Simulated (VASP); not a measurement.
Level of theory: SCAN meta-GGA, VASP's PBE PAW potentials (set 64) (plane waves; VASP 6.6.1).

VASP input:

KPOINTS:
```
Automatic mesh
0
Gamma
9 9 9
0 0 0
```

**POSCAR**
```
Rb
1
   -2.8560789022     2.8560789022     2.8560789022
    2.8560789022    -2.8560789022     2.8560789022
    2.8560789022     2.8560789022    -2.8560789022
Rb
1
Direct
  0.0000000000   0.0000000000   0.0000000000
```

INCAR:
```
! general
SYSTEM   =  Rb
PREC     =  Accurate
ENCUT    =  520
LREAL    =  .False.
LASPH    =  .True.

! electronic loop
EDIFF    =  1E-7
NELM     =  100
ALGO     =  Normal
LMAXMIX  =  4
LMIXTAU  =  .True.

! smearing
ISMEAR   =  1
SIGMA    =  0.1

! functional
METAGGA  =  SCAN

! ions
ISIF     =  2

! output
LWAVE    =  .False.
LCHARG   =  .False.
```

POTCAR, in this order: Rb_sv (PBE.64 set). Program: vasp_std.

The run wrote:

**OSZICAR**
```
       N       E                     dE             d eps       ncg     rms          rms(c)
DAV:   1     0.275021040605E+02    0.27502E+02   -0.34692E+03   560   0.849E+02
DAV:   2    -0.211171046971E+02   -0.48619E+02   -0.48165E+02   624   0.147E+02
DAV:   3    -0.242365305125E+02   -0.31194E+01   -0.31194E+01   824   0.430E+01
DAV:   4    -0.243679241941E+02   -0.13139E+00   -0.13150E+00   920   0.609E+00
DAV:   5    -0.243684002451E+02   -0.47605E-03   -0.47605E-03   880   0.382E-01    0.200E+00
DAV:   6    -0.207077387687E+02    0.36607E+01   -0.64817E-01   560   0.911E+00    0.144E+00
DAV:   7    -0.202385809228E+02    0.46916E+00   -0.33007E+00   832   0.113E+01    0.166E+00
DAV:   8    -0.207424127841E+02   -0.50383E+00   -0.79134E-01  1024   0.618E+00    0.164E+00
DAV:   9    -0.207225660300E+02    0.19847E-01   -0.51542E-02   576   0.379E+00    0.130E+00
DAV:  10    -0.204792207408E+02    0.24335E+00   -0.42604E-01   576   0.596E+00    0.256E+00
DAV:  11    -0.205498283495E+02   -0.70608E-01   -0.73354E-02   576   0.341E+00    0.291E+00
DAV:  12    -0.206433869110E+02   -0.93559E-01   -0.47120E-01   624   0.623E+00    0.541E-01
DAV:  13    -0.206889206482E+02   -0.45534E-01   -0.18974E-01   648   0.481E+00    0.103E+00
DAV:  14    -0.206869582910E+02    0.19624E-02   -0.66572E-03   904   0.621E-01    0.103E+00
DAV:  15    -0.209256897551E+02   -0.23873E+00   -0.89261E-02   560   0.451E+00    0.802E-01
DAV:  16    -0.205218055384E+02    0.40388E+00   -0.11839E-01   560   0.328E+00    0.551E-01
DAV:  17    -0.206131830189E+02   -0.91377E-01   -0.20215E-02   560   0.163E+00    0.295E-01
DAV:  18    -0.206680584779E+02   -0.54875E-01   -0.25161E-02   584   0.225E+00    0.884E-02
DAV:  19    -0.206655951609E+02    0.24633E-02   -0.13826E-03   808   0.405E-01    0.155E-01
DAV:  20    -0.207253995777E+02   -0.59804E-01   -0.66213E-02   560   0.237E+00    0.192E-01
DAV:  21    -0.207307587253E+02   -0.53591E-02   -0.23858E-02   560   0.189E+00    0.184E-01
DAV:  22    -0.207333848115E+02   -0.26261E-02   -0.83480E-03   560   0.112E+00    0.180E-01
DAV:  23    -0.207272175741E+02    0.61672E-02   -0.16894E-02   560   0.149E+00    0.167E-01
DAV:  24    -0.207327942081E+02   -0.55766E-02   -0.25169E-02   560   0.265E+00    0.148E-01
DAV:  25    -0.207410739344E+02   -0.82797E-02   -0.51805E-02   560   0.214E+00    0.134E-01
DAV:  26    -0.207408453903E+02    0.22854E-03   -0.18448E-03   616   0.582E-01    0.133E-01
DAV:  27    -0.207401221489E+02    0.72324E-03   -0.27701E-03   560   0.850E-01    0.109E-01
DAV:  28    -0.207411524976E+02   -0.10303E-02   -0.41618E-03   560   0.966E-01    0.811E-02
DAV:  29    -0.207376303214E+02    0.35222E-02   -0.10821E-02   560   0.126E+00    0.618E-02
DAV:  30    -0.207375970363E+02    0.33285E-04   -0.32688E-03   560   0.858E-01    0.575E-02
DAV:  31    -0.207381652760E+02   -0.56824E-03   -0.29826E-03   560   0.840E-01    0.594E-02
DAV:  32    -0.207367791254E+02    0.13862E-02   -0.41915E-03   560   0.102E+00    0.696E-02
DAV:  33    -0.207356664597E+02    0.11127E-02   -0.18399E-03   560   0.611E-01    0.820E-02
DAV:  34    -0.207351346508E+02    0.53181E-03   -0.22151E-03   560   0.576E-01    0.775E-02
DAV:  35    -0.207343142328E+02    0.82042E-03   -0.76465E-04   560   0.367E-01    0.770E-02
DAV:  36    -0.207346499078E+02   -0.33568E-03   -0.51150E-04   560   0.264E-01    0.725E-02
DAV:  37    -0.207353151982E+02   -0.66529E-03   -0.14177E-03   560   0.463E-01    0.595E-02
DAV:  38    -0.207365359481E+02   -0.12207E-02   -0.24082E-03   560   0.679E-01    0.484E-02
DAV:  39    -0.207369820571E+02   -0.44611E-03   -0.14967E-03   560   0.454E-01    0.429E-02
DAV:  40    -0.207374688543E+02   -0.48680E-03   -0.24590E-03   560   0.638E-01    0.427E-02
DAV:  41    -0.207382749586E+02   -0.80610E-03   -0.27178E-03   560   0.796E-01    0.321E-02
DAV:  42    -0.207356382033E+02    0.26368E-02   -0.60685E-03   560   0.865E-01    0.142E-02
DAV:  43    -0.207349841787E+02    0.65402E-03   -0.31520E-03   560   0.610E-01    0.120E-02
DAV:  44    -0.207348942265E+02    0.89952E-04   -0.15486E-03   560   0.528E-01    0.127E-02
DAV:  45    -0.207349263894E+02   -0.32163E-04   -0.71113E-04   560   0.411E-01    0.116E-02
DAV:  46    -0.207348893072E+02    0.37082E-04   -0.51086E-04   560   0.287E-01    0.156E-02
DAV:  47    -0.207350673297E+02   -0.17802E-03   -0.12590E-03   560   0.430E-01    0.178E-02
DAV:  48    -0.207350397316E+02    0.27598E-04   -0.38538E-04   560   0.283E-01    0.167E-02
DAV:  49    -0.207349000955E+02    0.13964E-03   -0.50953E-04   560   0.323E-01    0.140E-02
DAV:  50    -0.207348167210E+02    0.83375E-04   -0.45907E-04   560   0.257E-01    0.856E-03
DAV:  51    -0.207348227104E+02   -0.59894E-05   -0.28803E-04   560   0.224E-01    0.537E-03
DAV:  52    -0.207348324920E+02   -0.97816E-05   -0.51033E-05   648   0.985E-02    0.497E-03
DAV:  53    -0.207348201901E+02    0.12302E-04   -0.18546E-05   560   0.510E-02    0.476E-03
DAV:  54    -0.207348060848E+02    0.14105E-04   -0.29474E-04   560   0.199E-01    0.657E-03
DAV:  55    -0.207348306778E+02   -0.24593E-04   -0.68622E-05   560   0.992E-02    0.589E-03
DAV:  56    -0.207347962399E+02    0.34438E-04   -0.26390E-04   560   0.179E-01    0.506E-04
DAV:  57    -0.207347926957E+02    0.35443E-05   -0.56167E-05   560   0.913E-02    0.541E-04
DAV:  58    -0.207347933626E+02   -0.66694E-06   -0.31255E-05   560   0.853E-02    0.893E-04
DAV:  59    -0.207347909066E+02    0.24560E-05   -0.58525E-06   592   0.380E-02    0.518E-04
DAV:  60    -0.207347884448E+02    0.24618E-05   -0.89561E-06   560   0.394E-02    0.603E-04
DAV:  61    -0.207347922517E+02   -0.38069E-05   -0.35489E-05   560   0.685E-02    0.189E-03
DAV:  62    -0.207347920778E+02    0.17387E-06   -0.15140E-06   664   0.158E-02    0.176E-03
DAV:  63    -0.207347918569E+02    0.22094E-06   -0.56757E-07   584   0.106E-02    0.173E-03
DAV:  64    -0.207347913400E+02    0.51693E-06   -0.22455E-06   560   0.202E-02    0.137E-03
DAV:  65    -0.207347898583E+02    0.14817E-05   -0.28319E-06   560   0.213E-02    0.919E-04
DAV:  66    -0.207347888431E+02    0.10151E-05   -0.53371E-06   560   0.309E-02    0.526E-04
DAV:  67    -0.207347884775E+02    0.36563E-06   -0.16911E-06   560   0.197E-02    0.387E-04
DAV:  68    -0.207347884624E+02    0.15085E-07   -0.47306E-07   560   0.983E-03
   1 F= -.20734788E+02 E0= -.20734565E+02  d E =-.670955E-03
```

OUTCAR:
```
------------------------ aborting loop because EDIFF is reached ----------------------------------------
  FORCE on cell =-STRESS in cart. coord.  units (eV):
  Direction    XX          YY          ZZ          XY          YZ          ZX
  --------------------------------------------------------------------------------------
  Total       -0.0043086     -0.0043086     -0.0043086     -0.0000000      0.0000000     -0.0000000
  in kB       -0.0740761     -0.0740761     -0.0740761     -0.0000000      0.0000000     -0.0000000
  external PRESSURE =      -0.0740761 kB  Pullay stress =       0.0000000 kB
  volume of cell :       93.19
      direct lattice vectors                 reciprocal lattice vectors
    -2.856078902  2.856078902  2.856078902     0.000000000  0.175065192  0.175065192
     2.856078902 -2.856078902  2.856078902     0.175065192  0.000000000  0.175065192
     2.856078902  2.856078902 -2.856078902     0.175065192  0.175065192  0.000000000
 POSITION                                       TOTAL-FORCE (eV/Angst)
 -----------------------------------------------------------------------------------
      0.00000      0.00000      0.00000         0.000000      0.000000      0.000000
 -----------------------------------------------------------------------------------
    total drift:                               -0.000000     -0.000000      0.000000
  FREE ENERGIE OF THE ION-ELECTRON SYSTEM (eV)
  ---------------------------------------------------
  free  energy   TOTEN  =       -20.7347884624 eV

  energy  without entropy=      -20.7341175072  energy(sigma->0) =      -20.73456481
```
(Selected blocks of OUTCAR.)

OUTCAR:
```
 val. band max:       -0.0648142047   @ k =  -0.3333   0.4444   0.1111

 cond. band min:       0.0130887682   @ k =   0.4444   0.0000   0.0000


 Fermi energy:        -0.0168490329

 k-point     1 :       0.0000    0.0000    0.0000
  band No.  band energies     occupation
      1     -30.1697      2.00000
      2     -13.5907      2.00000
      3     -13.5907      2.00000
      4     -13.5907      2.00000
      5      -2.0484      2.00000
      6       4.0110      0.00000
      7       4.0110      0.00000
      8       4.0110      0.00000

 k-point     2 :       0.1111    0.0000    0.0000
  band No.  band energies     occupation
      1     -30.1692      2.00000
      2     -13.6015      2.00000
      3     -13.5942      2.00000
      4     -13.5907      2.00000
      5      -1.8995      2.00000
      6       3.7157      0.00000
      7       3.7877      0.00000
      8       4.1459      0.00000

 k-point     3 :       0.2222    0.0000    0.0000
  band No.  band energies     occupation
      1     -30.1680      2.00000
      2     -13.6285      2.00000
      3     -13.6031      2.00000
      4     -13.5906      2.00000
      5      -1.4682      2.00000
      6       2.8545      0.00000
      7       3.3678      0.00000
      8       4.5424      0.00000

 k-point     4 :       0.3333    0.0000    0.0000
  band No.  band energies     occupation
      1     -30.1667      2.00000
      2     -13.6587      2.00000
      3     -13.6132      2.00000
      4     -13.5906      2.00000
      5      -0.8011      2.00000
      6       1.9151     -0.00000
      7       3.0157      0.00000
      8       4.8285      0.00000

 k-point     5 :       0.4444    0.0000    0.0000
  band No.  band energies     occupation
      1     -30.1658      2.00000
      2     -13.6781      2.00000
      3     -13.6197      2.00000
      4     -13.5905      2.00000
      5       0.0131      0.51759
      6       1.0086     -0.00000
      7       2.8258      0.00000
...
```

The compound is Rb in the bcc structure. It was relaxed first.
